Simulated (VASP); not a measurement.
An input for Ansatz (written as the equivalent of a VASP run, and not itself run):

Ansatz 0.2 input:
```yaml
crystal:
  lattice:
    - [5.3556600, 0.0000000, 0.0000000]
    - [-2.6778300, 4.6381380, 0.0000000]
    - [0.0000000, 0.0000000, 4.3944300]
  atoms:
    - { symbol: Ca, position: [0.0003070, 0.0009580, 0.0120460] }
    - { symbol: Pt, position: [0.3324190, 0.6895110, 0.0319320] }
    - { symbol: Pt, position: [0.6742000, 0.3365470, -0.0506120] }
    - { symbol: Pt, position: [0.5029350, -0.0007300, 0.4991980] }
    - { symbol: Pt, position: [0.4909210, 0.5017160, 0.5194180] }
    - { symbol: Pt, position: [-0.0007820, 0.4719980, 0.4880180] }
kpoints:
  mp_grid: { grid: [4, 4, 4] }
hamiltonian:
  xc: lda
  pseudopotentials: { kind: paw }
scf:
  occupations: { method: gaussian, width: 0.1 }
  max_iter: 100
output: { forces: true, stress: true, eigenvalues: true }
```

**Question.** Write the VASP files for the same calculation (LDA).

**Answer.** This is not unique; one that fits is 
KPOINTS:
```
Automatic mesh
0
Gamma
4 4 4
0 0 0
```

**POSCAR**
```
CaPt5
1
    5.3556600000     0.0000000000     0.0000000000
   -2.6778300000     4.6381380000     0.0000000000
    0.0000000000     0.0000000000     4.3944300000
Ca Pt
1 5
Direct
  0.0003070000   0.0009580000   0.0120460000
  0.3324190000   0.6895110000   0.0319320000
  0.6742000000   0.3365470000  -0.0506120000
  0.5029350000  -0.0007300000   0.4991980000
  0.4909210000   0.5017160000   0.5194180000
 -0.0007820000   0.4719980000   0.4880180000
```

INCAR:
```
# general
SYSTEM  = CaPt5
PREC    = Accurate
ENCUT   = 300   # plane-wave cut-off (eV)
LREAL   = .False.
LASPH   = .True.   # aspherical one-centre terms

# electronic loop
EDIFF   = 1E-6   # SCF stop (eV)
NELM    = 100   # most electronic steps
ALGO    = Normal   # blocked Davidson
LMAXMIX = 6   # l cut-off of mixed one-centre charges

# smearing
ISMEAR  = 0   # Gaussian
SIGMA   = 0.1

# ions
ISIF    = 2

# output
LWAVE   = .False.
LCHARG  = .False.
```

POTCAR, in this order: Ca_sv Pt (LDA.64 set). Program: vasp_std.

What does not carry over: each code has its own PAW files, so the cut-off isn't converted (ENCUT is set for VASP's; basis.ecutwfc is left out, and Ansatz then takes the one that its files recommend); Ansatz stops its SCF on the density residual and VASP on the energy change (EDIFF); Ansatz's lda is the Perdew-Wang form, while the LDA potentials of VASP carry Perdew-Zunger's.

The structure comes from a computed database's CaPt5 entry; how it stands against other phases isn't given here. The cell was not relaxed at this level, atoms are displaced from their ideal sites. The k-mesh is coarse (spacing up to 0.36 per Å, 2π included), so the numbers may not be converged in it.
